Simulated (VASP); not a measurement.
AgI (wurtzite):

```
AgI
1.0
    2.29500    -3.97506     0.00000
    2.29500     3.97506     0.00000
    0.00000     0.00000     7.51000
Ag I
2 2
Direct
  0.66667   0.33333   0.50000
  0.33333   0.66667   0.00000
  0.66667   0.33333   0.87500
  0.33333   0.66667   0.37500
```

The lowest empty band near Γ, direction in plane, from mBJ (TB09) with spin-orbit coupling in VASP (PAW); its two spin partners are averaged. The gap over the points computed is 2.55 eV, and the next band on that side lies 1.00 eV away at the edge.

Settings: 400 eV cut-off, 6×6×4 Γ-centred mesh, Gaussian smearing of 0.050 eV, potentials Ag I.

| distance from the edge in k (1/Å) | distance in energy (meV) |
|---|---|
| 0.018 | 4.3 |
| 0.025 | 8.3 |
| 0.035 | 16.2 |
| 0.050 | 32.8 |
| 0.070 | 63.3 |

### Question
Fit E(1 + αE) = ħ²k²/2m* (ħ²/2m0 = 3.810 eV Å²) and predict the row at 0.095 1/Å.

### Answer
Least squares on the energies gives the electron mass m* = 0.286 m0 and α = 0.51 per eV, and so 113.7 meV. The run gave 114.1 meV, +0.4 meV from the fit.

Left out are points under 3 meV from the edge, since the levels carry 0.1 meV, and points farther than half the way to the next band.

The compound is AgI in the wurtzite structure. The cell was not relaxed at this level.
